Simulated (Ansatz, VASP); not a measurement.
# Cross-check of ZnS (Wurtzite-2H) between VASP and Ansatz

Aim: how closely do two programs agree when they are given the same cell, functional and k mesh? The cell is taken from a series of runs on this material, whose earlier steps may have relaxed, scaled, displaced or heated it; both programs get it as it stands.

Calculated with Ansatz 0.2.0; plane waves, with VASP 6.6.1 beside it; PBE.

### Step 1. Starting point

It takes space group P6_3mc (No. 186, hexagonal). The conventional cell has a = 3.825 Å, b = 3.825 Å, c = 6.276 Å, α = 90.00°, β = 90.00°, γ = 120.00°. Nearest to Zn lie 4 S at 2.35 Å. Nearest to S lie 4 Zn at 2.35 Å. Farther neighbours and most contacts between anions are not listed.

Structure file:

```xyz
4
Lattice="3.8253 0.0000 0.0000 -1.9126 3.3128 0.0000 0.0000 0.0000 6.2758" Properties=species:S:1:pos:R:3 pbc="T T T"
Zn    0.0000    2.2085    0.0020
Zn    1.9126    1.1043    3.1399
S     0.0000    2.2085    2.3514
S     1.9126    1.1043    5.4893
```

### Step 2. VASP: zone-centre phonons, PBE

Second derivatives magnify differences that forces hide, and they need a tight electronic threshold.

Lines of VASP's logs that name or quote its potential files are left out, and so is its time.

INCAR reads:

```
SYSTEM = ZnS
PREC = Accurate
ENCUT = 500
EDIFF = 1E-08
NELM = 120
ISMEAR = 0
SIGMA = 0.01
LREAL = .FALSE.
ALGO = Normal
GGA = PE
NBANDS = 24
LORBIT = 11
LWAVE = .FALSE.
LCHARG = .FALSE.
ISIF = 2
IBRION = 8
LEPSILON = .TRUE.
LASPH = .TRUE.
GGA_COMPAT = .FALSE.
EFERMI = MIDGAP
KPAR = 2
```

POSCAR reads:

```
ZnS
1.0
    3.8252900154      0.0000000000      0.0000000000
   -1.9126450077      3.3127983302      0.0000000000
    0.0000000000      0.0000000000      6.2757576705
Zn S
2 2
Direct
    0.3333333334      0.6666666668      0.0003146006
    0.6666666668      0.3333333334      0.5003146006
    0.3333333334      0.6666666668      0.3746853994
    0.6666666668      0.3333333334      0.8746853994
```

KPOINTS reads:

```
Automatic mesh
0
Gamma
9 9 4
0 0 0
```

The projector-augmented-wave data sets are Zn and S (PBE family, release 64).

Run with:

```sh
mpirun -np 2 vasp_std
```

Numbers of over 12 decimals in the logs are rounded to 6 here.

What it wrote:

```text
[banner, memory and clock lines left out]
running    2 mpi-ranks, on    1 nodes
 distrk:  each k-point on    1 cores,    2 groups
 distr:  one band on    1 cores,    1 groups

 POSCAR found type information on POSCAR ZnS
 POSCAR found :  2 types and       4 ions
 LDA part: xc-table for (Slater+PW92), standard interpolation
 POSCAR, INCAR and KPOINTS ok, starting setup
 FFT: planning ... GRIDC
 FFT: planning ... GRID_SOFT
 FFT: planning ... GRID
 WAVECAR not read
 entering main loop
       N       E                     dE             d eps       ncg     rms          rms(c)
DAV:   1     0.231176125163E+03    0.23118E+03   -0.17062E+04  1728   0.176E+03
DAV:   2     0.614617210746E+01   -0.22503E+03   -0.21833E+03  1872   0.356E+02
DAV:   3    -0.141282202457E+02   -0.20274E+02   -0.20168E+02  2192   0.108E+02
DAV:   4    -0.145351734284E+02   -0.40695E+00   -0.40676E+00  2024   0.161E+01
DAV:   5    -0.145426790676E+02   -0.75056E-02   -0.75053E-02  2240   0.204E+00    0.962E+00
DAV:   6    -0.136852237945E+02    0.85746E+00   -0.18433E+00  2624   0.397E+01    0.745E+00
DAV:   7    -0.136976969505E+02   -0.12473E-01   -0.15542E+00  1984   0.714E+00    0.339E+00
DAV:   8    -0.136868145444E+02    0.10882E-01   -0.65225E-02  2272   0.309E+00    0.104E+00
DAV:   9    -0.136874714366E+02   -0.65689E-03   -0.13861E-02  2432   0.192E+00    0.249E-01
DAV:  10    -0.136876133726E+02   -0.14194E-03   -0.95869E-04  2016   0.389E-01    0.124E-01
DAV:  11    -0.136878523817E+02   -0.23901E-03   -0.44500E-04  2048   0.132E-01    0.934E-02
DAV:  12    -0.136878467048E+02    0.56769E-05   -0.15901E-05  2080   0.264E-02    0.757E-03
DAV:  13    -0.136878498249E+02   -0.31200E-05   -0.39013E-06  1992   0.119E-02    0.293E-03
DAV:  14    -0.136878500089E+02   -0.18401E-06   -0.30140E-07  2128   0.518E-03    0.701E-04
DAV:  15    -0.136878500877E+02   -0.78814E-07   -0.96255E-08  2056   0.260E-03    0.945E-04
DAV:  16    -0.136878500841E+02    0.35516E-08   -0.45174E-09  1520   0.561E-04
   1 F= -.13687850E+02 E0= -.13687850E+02  d E =0.000000E+00
 Linear response reoptimize wavefunctions to high precision
DAV:   1    -0.136878500872E+02   -0.30841E-08   -0.96651E-10  1432   0.220E-04
DAV:   2    -0.136878500873E+02   -0.37289E-10   -0.11728E-10  1128   0.853E-05
 Linear response G [H, r] |phi>, progress :
  Direction:   1
       N       E                     dE             d eps       ncg     rms
RMM:   1    -0.831783181483E+02   -0.83178E+02    0.43113E+02  3273   0.906E+01
RMM:   2    -0.905970642855E+02   -0.74187E+01   -0.26561E+01  2845   0.334E+01
RMM:   3    -0.911108660876E+02   -0.51380E+00   -0.17277E+00  3077   0.845E+00
RMM:   4    -0.911279096092E+02   -0.17044E-01   -0.81136E-02  3143   0.173E+00
RMM:   5    -0.911286971846E+02   -0.78758E-03   -0.81380E-03  3170   0.442E-01
RMM:   6    -0.911288916894E+02   -0.19450E-03   -0.93509E-04  3225   0.127E-01
RMM:   7    -0.911289360920E+02   -0.44403E-04   -0.14877E-04  3265   0.410E-02
RMM:   8    -0.911289461278E+02   -0.10036E-04   -0.27809E-05  3295   0.140E-02
RMM:   9    -0.911289487923E+02   -0.26645E-05   -0.20409E-05  3324   0.571E-03
RMM:  10    -0.911289491238E+02   -0.33153E-06   -0.80961E-05  2895   0.299E-03
RMM:  11    -0.911289502531E+02   -0.11292E-05   -0.51089E-05  2451   0.192E-03
RMM:  12    -0.911289489271E+02    0.13259E-05   -0.11067E-04  2252   0.162E-03
RMM:  13    -0.911289504677E+02   -0.15406E-05   -0.43251E-05  2198   0.139E-03
RMM:  14    -0.911289489084E+02    0.15593E-05   -0.13392E-04  2159   0.141E-03
RMM:  15    -0.911289500425E+02   -0.11340E-05   -0.24837E-05  2115   0.133E-03
RMM:  16    -0.911289489570E+02    0.10855E-05   -0.12841E-04  2092   0.137E-03
 Linear response G [H, r] |phi>, progress :
  Direction:   2
       N       E                     dE             d eps       ncg     rms
RMM:   1    -0.969594894030E+02   -0.96959E+02    0.26193E+02  3314   0.876E+01
RMM:   2    -0.101553860335E+03   -0.45944E+01   -0.20024E+01  2827   0.315E+01
RMM:   3    -0.102056445204E+03   -0.50258E+00   -0.12458E+00  3075   0.745E+00
RMM:   4    -0.102076343200E+03   -0.19898E-01   -0.57121E-02  3105   0.157E+00
RMM:   5    -0.102077326732E+03   -0.98353E-03   -0.72592E-03  3151   0.421E-01
RMM:   6    -0.102077477410E+03   -0.15068E-03   -0.95723E-04  3205   0.126E-01
RMM:   7    -0.102077492938E+03   -0.15529E-04   -0.20524E-04  3253   0.416E-02
RMM:   8    -0.102077498068E+03   -0.51292E-05   -0.50218E-05  3276   0.153E-02
RMM:   9    -0.102077497865E+03    0.20242E-06   -0.41421E-05  3295   0.630E-03
RMM:  10    -0.102077497850E+03    0.14900E-07   -0.16798E-06  2877   0.317E-03
RMM:  11    -0.102077497698E+03    0.15199E-06   -0.14411E-05  2453   0.192E-03
RMM:  12    -0.102077497913E+03   -0.21482E-06   -0.67700E-06  2219   0.145E-03
RMM:  13    -0.102077497694E+03    0.21952E-06   -0.13701E-05  2156   0.130E-03
RMM:  14    -0.102077497744E+03   -0.50499E-07    0.17240E-05  2081   0.124E-03
[...]
RMM:  13    -0.114950538055E+01   -0.70173E-06    0.86578E-09  6128   0.147E-04    0.138E-05
RMM:  14    -0.114950459074E+01    0.78981E-06    0.12341E-07  4321   0.810E-05    0.468E-06
 change of polarisation eV/A/(eV/A) component  1 :     2.123    -0.223     0.000
 dielectric tensor                  component  1 :     5.832    -0.508     0.000
 Linear response to external field, progress :
  Direction:   2
[...]
dielectric tensor                  component  3 :    -0.392    -0.359     5.964
 Linear response DOF=           4
 Linear response progress:
  Degree of freedom:   1/  4
       N       E                     dE             d eps       ncg     rms          rms(c)
RMM:   1    -0.212131534824E+00   -0.21213E+00   -0.10905E-02 11737   0.180E+00
RMM:   2    -0.209895030955E+00    0.22365E-02   -0.35975E-03 12282   0.397E-01    0.119E-01
RMM:   3    -0.209647327713E+00    0.24770E-03   -0.10386E-04 14090   0.643E-02    0.703E-02
RMM:   4    -0.209283435426E+00    0.36389E-03   -0.15201E-05 13926   0.265E-02    0.384E-03
RMM:   5    -0.209266803038E+00    0.16632E-04   -0.31648E-06 14398   0.422E-03    0.180E-03
RMM:   6    -0.209260977215E+00    0.58258E-05   -0.84421E-07 14143   0.255E-03    0.422E-04
RMM:   7    -0.209261256346E+00   -0.27913E-06   -0.69793E-07 14555   0.568E-04    0.205E-04
RMM:   8    -0.209260535896E+00    0.72045E-06   -0.46078E-07 14169   0.440E-04    0.388E-05
RMM:   9    -0.209260360069E+00    0.17583E-06   -0.17535E-07 14608   0.883E-05    0.265E-05
RMM:  10    -0.209260330714E+00    0.29355E-07   -0.28803E-08 14033   0.536E-05    0.493E-06
RMM:  11    -0.209260346934E+00   -0.16220E-07   -0.16226E-08 14616   0.188E-05    0.262E-06
RMM:  12    -0.209260365414E+00   -0.18480E-07   -0.77505E-09 13279   0.126E-05    0.773E-07
RMM:  13    -0.209260367753E+00   -0.23389E-08   -0.88269E-09 10685   0.863E-06    0.280E-07
 first order change of Fermi-energy  -0.14518E+00
 force on displaced ion       1 direction 1 :  -5.599   0.000  -0.000
 Born effective charge ion    1 direction 1 :   1.959  -0.000   0.000
 Linear response progress:
  Degree of freedom:   2/  4
       N       E                     dE             d eps       ncg     rms          rms(c)
RMM:   1    -0.218063367262E+00   -0.21806E+00   -0.81358E-03  3103   0.182E+00
RMM:   2    -0.215585500669E+00    0.24779E-02   -0.35750E-03  3266   0.413E-01    0.140E-01
RMM:   3    -0.215225232554E+00    0.36027E-03   -0.24061E-04  3649   0.788E-02    0.759E-02
RMM:   4    -0.214817751523E+00    0.40748E-03   -0.48452E-05  3649   0.432E-02    0.192E-02
RMM:   5    -0.214716498726E+00    0.10125E-03   -0.13994E-05  3734   0.189E-02    0.740E-03
RMM:   6    -0.214719231569E+00   -0.27328E-05    0.13971E-06  3508   0.543E-03    0.446E-03
RMM:   7    -0.214725779847E+00   -0.65483E-05    0.17982E-06  3543   0.310E-03    0.441E-04
RMM:   8    -0.214726702609E+00   -0.92276E-06    0.52994E-08  3650   0.767E-04    0.181E-04
RMM:   9    -0.214726808723E+00   -0.10611E-06   -0.12542E-07  3761   0.299E-04    0.484E-05
RMM:  10    -0.214726834973E+00   -0.26250E-07    0.11163E-07  3820   0.129E-04    0.366E-05
RMM:  11    -0.214726904102E+00   -0.69129E-07   -0.16295E-08  3816   0.481E-05    0.105E-05
RMM:  12    -0.214726975284E+00   -0.71182E-07    0.11754E-08  3719   0.298E-05    0.366E-06
RMM:  13    -0.214726986282E+00   -0.10998E-07    0.17711E-08  3670   0.142E-05    0.959E-07
RMM:  14    -0.214726983060E+00    0.32220E-08    0.13676E-08  3166   0.901E-06    0.362E-07
 first order change of Fermi-energy   0.66188E-01
 force on displaced ion       1 direction 3 :  -0.000   0.000  -7.403
 Born effective charge ion    1 direction 3 :   0.000  -0.000   2.063
 Linear response progress:
  Degree of freedom:   3/  4
       N       E                     dE             d eps       ncg     rms          rms(c)
RMM:   1    -0.108333642031E+00   -0.10833E+00    0.47316E-02 19752   0.190E+00
RMM:   2    -0.105353817248E+00    0.29798E-02   -0.65003E-03 12160   0.604E-01    0.162E-01
RMM:   3    -0.105801207050E+00   -0.44739E-03   -0.47244E-04 13643   0.140E-01    0.775E-02
RMM:   4    -0.106238382206E+00   -0.43718E-03   -0.79670E-05 13471   0.477E-02    0.199E-02
RMM:   5    -0.106327856133E+00   -0.89474E-04   -0.87837E-06 14093   0.144E-02    0.974E-03
RMM:   6    -0.106305929650E+00    0.21926E-04   -0.16716E-06 14023   0.466E-03    0.398E-03
RMM:   7    -0.106317415386E+00   -0.11486E-04    0.79579E-08 13288   0.192E-03    0.575E-04
RMM:   8    -0.106314839705E+00    0.25757E-05   -0.20617E-07 14029   0.613E-04    0.995E-05
RMM:   9    -0.106313732371E+00    0.11073E-05   -0.88155E-08 13814   0.238E-04    0.650E-05
RMM:  10    -0.106314051728E+00   -0.31936E-06   -0.70376E-08 14133   0.823E-05    0.160E-05
RMM:  11    -0.106314305627E+00   -0.25390E-06   -0.96715E-08 13687   0.428E-05    0.764E-06
RMM:  12    -0.106314269447E+00    0.36180E-07   -0.64259E-08 14409   0.216E-05    0.162E-06
RMM:  13    -0.106314272424E+00   -0.29762E-08   -0.89192E-08 12077   0.127E-05    0.139E-06
 first order change of Fermi-energy  -0.77494E-01
 force on displaced ion       3 direction 1 :  -6.368   0.000   0.000
 Born effective charge ion    3 direction 1 :  -1.963  -0.000  -0.000
 Linear response progress:
  Degree of freedom:   4/  4
       N       E                     dE             d eps       ncg     rms          rms(c)
RMM:   1    -0.127171188433E+00   -0.12717E+00    0.58656E-02  5306   0.191E+00
RMM:   2    -0.123357677563E+00    0.38135E-02   -0.61302E-03  3147   0.669E-01    0.182E-01
RMM:   3    -0.123697160110E+00   -0.33948E-03   -0.74416E-04  3598   0.166E-01    0.880E-02
RMM:   4    -0.123964790219E+00   -0.26763E-03   -0.93020E-05  3308   0.579E-02    0.299E-02
RMM:   5    -0.124017734126E+00   -0.52944E-04   -0.11769E-05  3620   0.210E-02    0.893E-03
RMM:   6    -0.124007539956E+00    0.10194E-04    0.12334E-06  3705   0.463E-03    0.502E-03
RMM:   7    -0.124011317373E+00   -0.37774E-05    0.11596E-08  3672   0.166E-03    0.114E-03
RMM:   8    -0.124012230068E+00   -0.91270E-06    0.20005E-07  3364   0.901E-04    0.226E-04
RMM:   9    -0.124012467895E+00   -0.23783E-06   -0.73423E-08  3678   0.277E-04    0.812E-05
RMM:  10    -0.124012567815E+00   -0.99919E-07   -0.13310E-08  3788   0.906E-05    0.406E-05
RMM:  11    -0.124012531865E+00    0.35950E-07    0.93496E-09  3761   0.372E-05    0.136E-05
RMM:  12    -0.124012520680E+00    0.11184E-07   -0.14621E-08  3596   0.295E-05    0.445E-06
RMM:  13    -0.124012542354E+00   -0.21673E-07    0.18686E-08  3635   0.137E-05    0.147E-06
RMM:  14    -0.124012554092E+00   -0.11738E-07    0.50524E-09  3217   0.112E-05    0.571E-07
RMM:  15    -0.124012553734E+00    0.35761E-09   -0.16800E-08  2346   0.915E-06    0.220E-07
 first order change of Fermi-energy  -0.66241E-01
 force on displaced ion       3 direction 3 :  -0.000   0.000  -9.042
 Born effective charge ion    3 direction 3 :   0.000   0.000  -2.068
 Born effective charges drift removed
 Linear response finished
```

[end of part 1 of 3]

[Lines on the potential files, build, host, timing and source positions are cut from VASP's logs without a mark.]

[Logs are printed without paths, hosts, clocks, repeated set-up lines and the standing remarks that a program may print on its own settings, such as how far it seeks lower states.]

[Hosts, paths, dates, database ids (printed as entryN), source tags and the programs' standing remarks are cut or masked in the printed files.]
